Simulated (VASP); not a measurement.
# Na2PtCl6 (Fm-3m) in VASP: a series of runs

Runs on Na2PtCl6. Level: PBE. Tasks: single point.

All numbers are computed with VASP 6.6.1; they aren't measurements. Logs are shortened: lines on timing, memory, paths and dates and some standing lists are left out, and cuts for length are marked.

## 1. The structure

Symmetry: Fm-3m, No. 225, cubic system. Conventional cell: a = 9.537 Å, b = 9.537 Å, c = 9.537 Å, α = 90.00°, β = 90.00°, γ = 90.00°. Pt (site symmetry m-3m) has 6 Cl at 2.24 Å as nearest neighbours. Na (site symmetry -43m) has 12 Cl at 3.37 Å as nearest neighbours. Around Cl (site symmetry 4mm) lie 1 Pt at 2.24 Å.

The cell was built by a generator and needn't be a form met in nature.

## 2. Single point, PBE

File INCAR:

```
SYSTEM = Na2PtCl6
PREC = Accurate ; ENCUT = 520
EDIFF = 1E-6 ; ISMEAR = 1
SIGMA = 0.0906 ; LREAL = .FALSE.
LASPH = .TRUE. ; NELM = 60
ALGO = Normal ; ISIF = 2
LWAVE = .FALSE. ; LCHARG = .TRUE.
GGA = PE ; LELF = .TRUE.
LVHAR = .TRUE. ; NBANDS = 43
```

File KPOINTS:

```
Automatic mesh
0
G
  3 3 3
  0 0 0
```

File POSCAR:

```
Na2PtCl6
1.0
    0.0000000000      4.7685210000      4.7685210000
    4.7685210000      0.0000000000      4.7685210000
    4.7685210000      4.7685210000      0.0000000000
Pt Na Cl
1 2 6
Direct
    0.0000000000      0.0000000000      0.0000000000
    0.2500000000      0.2500000000      0.2500000000
    0.7500000000      0.7500000000      0.7500000000
    0.7650000000      0.2350000000      0.2350000000
    0.2350000000      0.7650000000      0.2350000000
    0.2350000000      0.7650000000      0.7650000000
    0.7650000000      0.2350000000      0.7650000000
    0.2350000000      0.2350000000      0.7650000000
    0.7650000000      0.7650000000      0.2350000000
```

Potentials or basis: VASP PAW PBE potentials, release 64 (Pt, Na_pv, Cl).

Launch:

```
$ cat potpaw_PBE.64/Pt/POTCAR potpaw_PBE.64/Na_pv/POTCAR potpaw_PBE.64/Cl/POTCAR > POTCAR
$ mpirun -np 1 vasp_std > vasp.out
```

OUTCAR:

```text
SYSTEM = Na2PtCl6
   PREC = Accurate
   ENCUT = 520
   EDIFF = 1E-6
   ISMEAR = 1
   LREAL = .FALSE.
   LASPH = .TRUE.
   NELM = 60
   ISIF = 2
   GGA = PE

 ion  position               nearest neighbor table
   1  0.000  0.000  0.000-   4 2.24   5 2.24   6 2.24   7 2.24   8 2.24   9 2.24
   2  0.250  0.250  0.250-
   3  0.750  0.750  0.750-
   4  0.765  0.235  0.235-   1 2.24
   5  0.235  0.765  0.235-   1 2.24
   6  0.235  0.765  0.765-   1 2.24
   7  0.765  0.235  0.765-   1 2.24
   8  0.235  0.235  0.765-   1 2.24
   9  0.765  0.765  0.235-   1 2.24

  LATTYP: Found a face centered cubic cell.
 ALAT       =     9.5370420000

  Lattice vectors:

 A1 = (   0.0000000000,   4.7685210000,   4.7685210000)
 A2 = (   4.7685210000,   0.0000000000,   4.7685210000)
 A3 = (   4.7685210000,   4.7685210000,   0.0000000000)

Analysis of symmetry for initial positions (statically):
=====================================================================
 Subroutine PRICEL returns:
 Original cell was already a primitive cell.

 Routine SETGRP: Setting up the symmetry group for a
 face centered cubic supercell.

 Subroutine GETGRP returns: Found 48 space group operations
 (whereof 48 operations were pure point group operations)
 out of a pool of 48 trial point group operations.

The static configuration has the point symmetry O_h .

Analysis of symmetry for dynamics (positions and initial velocities):
=====================================================================
 Subroutine PRICEL returns:
 Original cell was already a primitive cell.

 Routine SETGRP: Setting up the symmetry group for a
 face centered cubic supercell.

 Subroutine GETGRP returns: Found 48 space group operations
 (whereof 48 operations were pure point group operations)
 out of a pool of 48 trial point group operations.

The dynamic configuration has the point symmetry O_h .

 Subroutine INISYM returns: Found 48 space group operations
 (whereof 48 operations are pure point group operations),
 and found     1 'primitive' translations

----------------------------------------------------------------------------------------

                                     Primitive cell

  volume of cell :     216.8608

  direct lattice vectors                    reciprocal lattice vectors
     0.000000000  4.768521000  4.768521000    -0.104854314  0.104854314  0.104854314
[... 87 lines left out ...]
   POTIM  = 0.5000    time-step for ionic-motion
   TEBEG  =    0.0;   TEEND  =   0.0 temperature during run
   PSTRESS=    0.0 pullay stress
   NELECT =      66.0000    total number of electrons
   NUPDOWN=      -1.0000    fix difference up-down
   EMIN   =  10.00;   EMAX   =-10.00  energy-range for DOS
   EFERMI =   0.00;   METHOD = LEGACY
   ISMEAR =     1;   SIGMA  =   0.09  broadening in eV -4-tet -1-fermi 0-gaus
   EFERMI_NEDOS =   21; number of points for ismear=-14 and -15
   IALGO  =     38    algorithm
   IMIX   =      4    mixing-type and parameters
     AMIX     =   0.40;   BMIX     =  1.00
     AMIX_MAG =   1.60;   BMIX_MAG =  1.00
  volume/ion in A,a.u.               =      24.10       162.61
  Fermi-wavevector in a.u.,A,eV,Ry     =   1.101190  2.080948 16.498703  1.212620
  Thomas-Fermi vector in A             =   2.237614
   LORBIT       =      0    0 simple, 1 ext, 2 COOP (PROOUT), +10 PAW based schemes
   GGA     = PE    functional components
   LHFCALC =     F    Hartree Fock is set to
   AEXX    =    0.0000 exact exchange contribution
   IVDW    =     0    specifies the selected vdW correction
   LEPSILON=     F    determine dielectric tensor
   LRPA    =     F    only Hartree local field effects (RPA)
 non-spin polarized calculation
 Methfessel and Paxton  Order N= 1 SIGMA  =   0.09
  energy-cutoff  :      520.00
  volume of cell :      216.86
 maximum number of plane-waves:      5846
 NGX is ok and might be reduce to    50
   NGX = 25   NGY = 25   NGZ = 25

 number of electron      65.9999996 magnetization

 Free energy of the ion-electron system (eV)
  ---------------------------------------------------
  ext. energy  EPLUGINS =         0.00000000
  ---------------------------------------------------
  free energy    TOTEN  =       -28.61820390 eV

  energy without entropy =      -28.62563440  energy(sigma->0) =      -28.62068073

 E-fermi :   0.8471     XC(G=0):  -8.3550

 val. band max:        0.7749647603   @ k =   0.3333   0.3333   0.0000
 cond. band min:       3.2891983463   @ k =   0.3333   0.3333   0.0000
 fundamental gap:      2.5142335860
 Fermi energy:         0.8471135033

 k-point     1 :       0.0000    0.0000    0.0000
  band No.  band energies     occupation
      1     -21.7159      2.00000
      2     -21.7159      2.00000
      3     -21.7159      2.00000
      4     -21.7150      2.00000
      5     -21.7150      2.00000
      6     -21.7150      2.00000
[... 173 lines left out ...]
     42       9.3672      0.00000
     43       9.6632      0.00000

------------------------ aborting loop because EDIFF is reached ----------------------------------------

  FORCE on cell =-STRESS in cart. coord.  units (eV):
  Direction    XX          YY          ZZ          XY          YZ          ZX
  --------------------------------------------------------------------------------------
  -------------------------------------------------------------------------------------
  Total        7.5943512      7.5943512      7.5943512     -0.0000000     -0.0000000      0.0000000
  in kB       56.1074031     56.1074031     56.1074031     -0.0000000     -0.0000000      0.0000000
  external PRESSURE =      56.1074031 kB  Pullay stress =       0.0000000 kB

 VOLUME and BASIS-vectors are now :
 -----------------------------------------------------------------------------
  energy-cutoff  :      520.00
  volume of cell :      216.86
      direct lattice vectors                 reciprocal lattice vectors
     0.000000000  4.768521000  4.768521000    -0.104854314  0.104854314  0.104854314
     4.768521000  0.000000000  4.768521000     0.104854314 -0.104854314  0.104854314
     4.768521000  4.768521000  0.000000000     0.104854314  0.104854314 -0.104854314

 POSITION                                       TOTAL-FORCE (eV/Angst)
 -----------------------------------------------------------------------------------
      0.00000      0.00000      0.00000        -0.000000     -0.000000      0.000000
      2.38426      2.38426      2.38426        -0.000000      0.000000      0.000000
      7.15278      7.15278      7.15278         0.000000     -0.000000      0.000000
      2.24120      4.76852      4.76852         1.620868     -0.000000      0.000000
      4.76852      2.24120      4.76852        -0.000000      1.620868      0.000000
      7.29584      4.76852      4.76852        -1.620868     -0.000000      0.000000
      4.76852      7.29584      4.76852        -0.000000     -1.620868      0.000000
      4.76852      4.76852      2.24120        -0.000000     -0.000000      1.620868
      4.76852      4.76852      7.29584        -0.000000     -0.000000     -1.620868
 -----------------------------------------------------------------------------------
    total drift:                               -0.000000     -0.000000     -0.000000

  FREE ENERGIE OF THE ION-ELECTRON SYSTEM (eV)
  ---------------------------------------------------
  free  energy   TOTEN  =       -28.6182039001 eV

  energy  without entropy=      -28.6256343954  energy(sigma->0) =      -28.62068073
```

stdout:

```text
POSCAR found type information on POSCAR PtNaCl
 POSCAR found :  3 types and       9 ions
 scaLAPACK will be used
 LDA part: xc-table for (Slater+PW92), standard interpolation
 POSCAR, INCAR and KPOINTS ok, starting setup
 FFT: planning ... GRIDC
 FFT: planning ... GRID_SOFT
 FFT: planning ... GRID
 WAVECAR not read
 entering main loop
```

Run time: 66 s. Hardware: 1 thread of AMD EPYC 7R13 (Zen 3), shared host; peak memory 0.32 GiB.

What came out:

| Property | Result |
| --- | --- |
| Free energy | -28.6182 eV |
| Pressure | 5.6 GPa |
| Largest force | 1.621 eV/Å |
| Band gap on the k mesh | 2.51 eV, direct |

Forces in eV/Å, atoms in the order of the input:
```
Pt   0.000  0.000  0.000
Na   0.000  0.000  0.000
Na   0.000  0.000  0.000
Cl   1.621  0.000  0.000
Cl   0.000  1.621  0.000
Cl  -1.621  0.000  0.000
Cl   0.000 -1.621  0.000
Cl   0.000  0.000  1.621
Cl   0.000  0.000 -1.621
```

Caveat: spin-orbit coupling is left out, which moves the levels of the heavy elements; an odd mesh through Γ misses points on the zone boundary, where band edges often lie; forces of over 1 eV/Å show positions far from the minimum, so gaps and moduli don't describe the material at rest.

## 3. Single point, PBE

File INCAR:

```
SYSTEM = Na2PtCl6
PREC = Accurate
ENCUT = 520
EDIFF = 1E-6
ISMEAR = 1
SIGMA = 0.0906
LREAL = .FALSE.
LASPH = .TRUE.
NELM = 100
ALGO = Normal
ISIF = 2
LWAVE = .FALSE.
LCHARG = .FALSE.
GGA = PE
NBANDS = 43
```

File KPOINTS:

```
Automatic mesh
0
Gamma
  3 3 3
  0.5 0.5 0.5
```

POSCAR is that of step 2.

Potentials or basis: VASP PAW PBE potentials, release 64 (Pt, Na_pv, Cl).

Launch:

```
$ cat potpaw_PBE.64/Pt/POTCAR potpaw_PBE.64/Na_pv/POTCAR potpaw_PBE.64/Cl/POTCAR > POTCAR
$ mpirun -np 1 vasp_std > vasp.out
```

Run time: 78 s. Hardware: 1 thread of AMD EPYC 7R13 (Zen 3), shared host; peak memory 0.33 GiB.

The run converged. Its results:

```yaml
Free_energy: -28.6225 eV
Pressure: 5.6 GPa
Largest_force: 1.623 eV/Å
Band_gap_on_the_k_mesh: 2.36 eV, direct
```

Forces on the atoms (eV/Å):
```
Pt   0.000  0.000  0.000
Na   0.000  0.000  0.000
Na   0.000  0.000  0.000
Cl   1.623  0.000  0.000
Cl   0.000  1.623  0.000
Cl  -1.623  0.000  0.000
Cl   0.000 -1.623  0.000
Cl   0.000  0.000  1.623
Cl   0.000  0.000 -1.623
```

Levels at points of the mesh, in eV from the valence-band top:
```csv
k point,band 31,band 32,band 33,band 34,band 35,band 36
"(0.50, 0.50, 0.50)",-0.49,-0.31,-0.31,2.98,2.98,5.83
```

Caveat: spin-orbit coupling is left out, which moves the levels of the heavy elements; forces of over 1 eV/Å show positions far from the minimum, so gaps and moduli don't describe the material at rest.

## 4. Single point, PBE

File INCAR:

```
ALGO     = Normal         # electronic algorithm
EDIFF    = 1E-7           # SCF threshold, eV
ENCUT    = 520            # plane-wave cutoff, eV
GGA      = PE             # functional
ISIF     = 2              # what is computed and relaxed
ISMEAR   = -1             # smearing method
LASPH    = True           # aspherical terms in the spheres
LCHARG   = False          # write CHGCAR
LREAL    = False          # projectors in reciprocal space
LWAVE    = False          # write WAVECAR
NBANDS   = 43             # bands
NELM     = 60             # most SCF steps
PREC     = Accurate       # precision mode
SIGMA    = 0.025          # smearing width, eV
```

File KPOINTS:

```
k-points
0
Gamma
  3 3 3
```

POSCAR is that of step 3.

Potentials or basis: VASP PAW PBE potentials, release 64 (Pt, Na_pv, Cl).

Launch:

```
$ cat potpaw_PBE.64/Pt/POTCAR potpaw_PBE.64/Na_pv/POTCAR potpaw_PBE.64/Cl/POTCAR > POTCAR
$ mpirun -np 1 vasp_std > vasp.out
```

OUTCAR:

```text
EDIFF = 1E-7
   ENCUT = 520
   GGA = PE
   ISIF = 2
   ISMEAR = -1
   LASPH = True
   LREAL = False
   NELM = 60
   PREC = Accurate

 ion  position               nearest neighbor table
   1  0.000  0.000  0.000-   4 2.24   5 2.24   6 2.24   7 2.24   8 2.24   9 2.24
   2  0.250  0.250  0.250-
   3  0.750  0.750  0.750-
   4  0.765  0.235  0.235-   1 2.24
   5  0.235  0.765  0.235-   1 2.24
   6  0.235  0.765  0.765-   1 2.24
   7  0.765  0.235  0.765-   1 2.24
[... 377 lines left out ...]
  Total        7.5956581      7.5956581      7.5956581      0.0000000     -0.0000000      0.0000000
  in kB       56.1170582     56.1170582     56.1170582      0.0000000     -0.0000000      0.0000000
  external PRESSURE =      56.1170582 kB  Pullay stress =       0.0000000 kB

 VOLUME and BASIS-vectors are now :
 -----------------------------------------------------------------------------
  energy-cutoff  :      520.00
  volume of cell :      216.86
      direct lattice vectors                 reciprocal lattice vectors
     0.000000000  4.768521000  4.768521000    -0.104854314  0.104854314  0.104854314
     4.768521000  0.000000000  4.768521000     0.104854314 -0.104854314  0.104854314
     4.768521000  4.768521000  0.000000000     0.104854314  0.104854314 -0.104854314

 POSITION                                       TOTAL-FORCE (eV/Angst)
 -----------------------------------------------------------------------------------
      0.00000      0.00000      0.00000        -0.000000     -0.000000     -0.000000
      2.38426      2.38426      2.38426         0.000000      0.000000     -0.000000
      7.15278      7.15278      7.15278         0.000000      0.000000     -0.000000
      2.24120      4.76852      4.76852         1.621837     -0.000000     -0.000000
      4.76852      2.24120      4.76852        -0.000000      1.621837     -0.000000
      7.29584      4.76852      4.76852        -1.621837     -0.000000     -0.000000
      4.76852      7.29584      4.76852        -0.000000     -1.621837     -0.000000
      4.76852      4.76852      2.24120        -0.000000     -0.000000      1.621837
      4.76852      4.76852      7.29584        -0.000000     -0.000000     -1.621837
 -----------------------------------------------------------------------------------
    total drift:                               -0.000000     -0.000000     -0.000000

  FREE ENERGIE OF THE ION-ELECTRON SYSTEM (eV)
  ---------------------------------------------------
  free  energy   TOTEN  =       -28.6252076111 eV

  energy  without entropy=      -28.6252076111  energy(sigma->0) =      -28.62520761
```

Wall time 64 s (1 thread of AMD EPYC 7R13 (Zen 3), shared host); peak memory 0.32 GiB.

What came out:

```
Free energy            : -28.6252 eV
Pressure               : 5.6 GPa
Largest force          : 1.622 eV/Å
Band gap on the k mesh : 2.51 eV, direct
```

Forces on the atoms (eV/Å):
```
Pt   0.000  0.000  0.000
Na   0.000  0.000  0.000
Na   0.000  0.000  0.000
Cl   1.622  0.000  0.000
Cl   0.000  1.622  0.000
Cl  -1.622  0.000  0.000
Cl   0.000 -1.622  0.000
Cl   0.000  0.000  1.622
Cl   0.000  0.000 -1.622
```

Levels at points of the mesh, in eV from the valence-band top:
```
           k point  band 29  band 30  band 31  band 32  band 33  band 34  band 35  band 36  band 37  band 38
(0.00, 0.00, 0.00)    -0.70    -0.70    -0.12    -0.12    -0.12     3.40     3.40     4.29     4.99     6.35
```

Caveat: spin-orbit coupling is left out, which moves the levels of the heavy elements; an odd mesh through Γ misses points on the zone boundary, where band edges often lie; forces of over 1 eV/Å show positions far from the minimum, so gaps and moduli don't describe the material at rest. As with any semilocal functional, this PBE gap is likely too small.

## 5. Summary

| k mesh | smearing | gap on the mesh (eV) | pressure (GPa) | largest force (eV/Å) |
| --- | --- | --- | --- | --- |
| 3 × 3 × 3 | methfessel-paxton 0.0906 eV | 2.51 | 5.6 | 1.62 |
| 3 × 3 × 3, shifted | methfessel-paxton 0.0906 eV | 2.36 | 5.6 | 1.62 |
| 3 × 3 × 3 | fermi-dirac 0.025 eV | 2.51 | 5.6 | 1.62 |

Alike in all rows: task single point; level PBE; potentials or basis VASP PAW PBE potentials, release 64 (Pt, Na_pv, Cl); no spin polarisation; cell as given; cutoff (eV) 520.

On the cell as given the gap runs from 2.36 eV (PBE) to 2.51 eV (PBE).

Caveats: spin-orbit coupling is left out, which moves the levels of the heavy elements; forces of over 1 eV/Å show positions far from the minimum, so gaps and moduli don't describe the material at rest; an odd mesh through Γ misses points on the zone boundary, where band edges often lie (some runs).

Total energies depend on the potentials used, so only differences within one code and one set of settings carry meaning.
